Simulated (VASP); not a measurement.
All values below come from TPSS meta-GGA, VASP's PBE PAW potentials (set 64) (plane waves; VASP).

VASP ran on this input.

INCAR:
```
! general
SYSTEM  = PbF2
PREC    = Accurate
ENCUT   = 520   ! plane-wave cut-off (eV)
LREAL   = .FALSE.   ! projection in real space or not
LASPH   = .TRUE.   ! aspherical one-centre terms

! electronic loop
EDIFF   = 1E-6   ! SCF stop (eV)
NELM    = 100   ! most electronic steps
ALGO    = Normal   ! blocked Davidson
LMAXMIX = 4
LMIXTAU = .TRUE.

! smearing
ISMEAR  = 0
SIGMA   = 0.05

! functional
METAGGA = TPSS

! ions
ISIF    = 2   ! forces and stress, cell fixed

! output
LWAVE   = .FALSE.
LCHARG  = .FALSE.
```

**KPOINTS**
```
K-points
0
Gamma
  6 6 6
0 0 0
```

### POSCAR
```
PbF2
4.2842190
  0.0000000000   0.7071067095   0.7071067095
  0.7071067095   0.0000000000   0.7071067095
  0.7071067095   0.7071067095   0.0000000000
Pb F
1 2
direct
  0.0000000000   0.0000000000   0.0000000000
  0.2500000000   0.2500000000   0.2500000000
  0.7500000000   0.7500000000   0.7500000000
```

POTCAR, in this order: Pb_d F (PBE.64 set). Program: vasp_std.

The resulting files:

File OSZICAR:
```
       N       E                     dE             d eps       ncg     rms          rms(c)
DAV:   1     0.315471957846E+03    0.31547E+03   -0.15040E+04   576   0.177E+03
DAV:   2     0.289210181031E+02   -0.28655E+03   -0.27705E+03   642   0.458E+02
DAV:   3     0.166652576866E+01   -0.27254E+02   -0.26898E+02   686   0.156E+02
DAV:   4     0.730022744071E+00   -0.93650E+00   -0.93438E+00   630   0.286E+01
DAV:   5     0.703356996372E+00   -0.26666E-01   -0.26663E-01   644   0.479E+00    0.955E+00
DAV:   6    -0.206793506442E+02   -0.21383E+02   -0.15313E+02   576   0.149E+02    0.114E+01
DAV:   7    -0.197098312021E+02    0.96952E+00   -0.13534E+00   586   0.146E+01    0.893E+00
DAV:   8    -0.205600908435E+02   -0.85026E+00   -0.34228E+01   698   0.416E+01    0.960E+00
DAV:   9    -0.190883138516E+02    0.14718E+01   -0.51961E+00   688   0.148E+01    0.379E+00
DAV:  10    -0.190665281564E+02    0.21786E-01   -0.17374E-01   586   0.331E+00    0.379E+00
DAV:  11    -0.189688375350E+02    0.97691E-01   -0.89524E-01   584   0.867E+00    0.431E-01
DAV:  12    -0.189743873964E+02   -0.55499E-02   -0.11603E-01   622   0.280E+00    0.660E-01
DAV:  13    -0.189721864682E+02    0.22009E-02   -0.55657E-02   644   0.212E+00    0.226E-01
DAV:  14    -0.189726353584E+02   -0.44889E-03   -0.39378E-03   576   0.624E-01    0.220E-01
DAV:  15    -0.189735206274E+02   -0.88527E-03   -0.59642E-03   584   0.676E-01    0.372E-02
DAV:  16    -0.189742692745E+02   -0.74865E-03   -0.41366E-04   702   0.175E-01    0.109E-02
DAV:  17    -0.189743879006E+02   -0.11863E-03   -0.51380E-05   576   0.768E-02    0.210E-03
DAV:  18    -0.189744060118E+02   -0.18111E-04   -0.20628E-05   584   0.521E-02    0.567E-03
DAV:  19    -0.189744057731E+02    0.23866E-06   -0.52545E-06   608   0.209E-02
   1 F= -.18974406E+02 E0= -.18974406E+02  d E =-.511573E-20
```

### OUTCAR
```
------------------------ aborting loop because EDIFF is reached ----------------------------------------
  FORCE on cell =-STRESS in cart. coord.  units (eV):
  Direction    XX          YY          ZZ          XY          YZ          ZX
  --------------------------------------------------------------------------------------
  Total       -1.1832063     -1.1832063     -1.1832063     -0.0000000     -0.0000000      0.0000000
  in kB      -34.0934707    -34.0934707    -34.0934707     -0.0000000     -0.0000000      0.0000000
  external PRESSURE =     -34.0934707 kB  Pullay stress =       0.0000000 kB
  volume of cell :       55.60
      direct lattice vectors                 reciprocal lattice vectors
     0.000000000  3.029400000  3.029400000    -0.165049185  0.165049185  0.165049185
     3.029400000  0.000000000  3.029400000     0.165049185 -0.165049185  0.165049185
     3.029400000  3.029400000  0.000000000     0.165049185  0.165049185 -0.165049185
 POSITION                                       TOTAL-FORCE (eV/Angst)
 -----------------------------------------------------------------------------------
      0.00000      0.00000      0.00000         0.000000     -0.000000      0.000000
      1.51470      1.51470      1.51470         0.000000      0.000000     -0.000000
      4.54410      4.54410      4.54410        -0.000000     -0.000000     -0.000000
 -----------------------------------------------------------------------------------
    total drift:                                0.000000     -0.000000      0.000000
  FREE ENERGIE OF THE ION-ELECTRON SYSTEM (eV)
  ---------------------------------------------------
  free  energy   TOTEN  =       -18.9744057731 eV

  energy  without entropy=      -18.9744057731  energy(sigma->0) =      -18.97440577
```
(Selected blocks of OUTCAR.)

OUTCAR:
```
 val. band max:        1.0441016055   @ k =   0.5000   0.0000   0.0000

 cond. band min:       5.6165668315   @ k =   0.5000   0.5000   0.0000


 Fermi energy:         1.3608035403

 k-point     1 :       0.0000    0.0000    0.0000
  band No.  band energies     occupation
      1     -20.1881      2.00000
      2     -19.6945      2.00000
      3     -13.3720      2.00000
      4     -13.3720      2.00000
      5     -13.3720      2.00000
      6     -13.3379      2.00000
      7     -13.3379      2.00000
      8      -3.5161      2.00000
      9      -1.1094      2.00000
     10      -1.1094      2.00000
     11      -1.1094      2.00000
     12      -0.6265      2.00000
     13      -0.6265      2.00000
     14      -0.6265      2.00000
     15       7.9295      0.00000
     16       7.9295      0.00000
     17       7.9295      0.00000
     18      12.0647      0.00000

 k-point     2 :       0.1667    0.0000    0.0000
  band No.  band energies     occupation
      1     -20.1476      2.00000
      2     -19.7319      2.00000
      3     -13.3648      2.00000
      4     -13.3648      2.00000
      5     -13.3367      2.00000
      6     -13.3367      2.00000
      7     -13.3321      2.00000
      8      -3.8509      2.00000
      9      -1.2696      2.00000
     10      -1.1499      2.00000
     11      -1.1499      2.00000
     12      -0.6685      2.00000
     13      -0.6685      2.00000
     14      -0.0836      2.00000
     15       7.2125      0.00000
     16       8.1134      0.00000
     17       8.1134      0.00000
     18      13.3456      0.00000

 k-point     3 :       0.3333    0.0000    0.0000
  band No.  band energies     occupation
      1     -20.0490      2.00000
      2     -19.8202      2.00000
      3     -13.3620      2.00000
      4     -13.3620      2.00000
      5     -13.3227      2.00000
      6     -13.3227      2.00000
      7     -13.2546      2.00000
      8      -4.3604      2.00000
      9      -1.4605      2.00000
...
```

Unless said otherwise, spin-orbit coupling is left out, though it shifts the bands of the heavy elements here.

The compound is PbF2 in the fluorite structure, the β form. The cell was not relaxed at this level. The run is one of a series of settings (GGA removed, LMIXTAU = .TRUE., METAGGA = TPSS against the base run), some of them coarse on purpose.
